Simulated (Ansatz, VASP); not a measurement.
# Two plane-wave programs on TaRu

```
Ta Ru
1.0
     3.11942    0.00000    0.00000
     0.00000    3.11942    0.00000
     0.00000    0.00000    3.11942
Ta Ru
1 1
Direct
  0.50000 0.50000 0.50000
  0.00000 0.00000 0.00000
```

Alike in both runs: functional LDA; k mesh 6 × 6 × 6; occupations gaussian, width 0.1 eV; no spin polarisation.

Ansatz relaxed the structure, and its values are those at the end. VASP's run is a single point on that final structure, the one shown.

|  | VASP | Ansatz |
| --- | --- | --- |
| version | VASP 6.6.1 | Ansatz 0.2.0 |
| potentials or method | VASP PAW LDA potentials, release 64 (Ta_pv, Ru_pv) | scalar-relativistic, plane waves, PAW |
| plane-wave cutoff (eV) | 520 | 420 |
| valence electrons in the cell | 25 | 29 |

|  | VASP | Ansatz | Ansatz less VASP |
| --- | --- | --- | --- |
| gap on the k mesh at the Fermi level (eV) | none | none | - |
| pressure (GPa) | 1.0 | -0.1 | -1.06 |

A gap of «none» marks a metal or a gap that the smearing closes. The two sets of potentials don't hold the same shells in valence.

Spin-orbit coupling is left out, which matters for the levels of Ta.
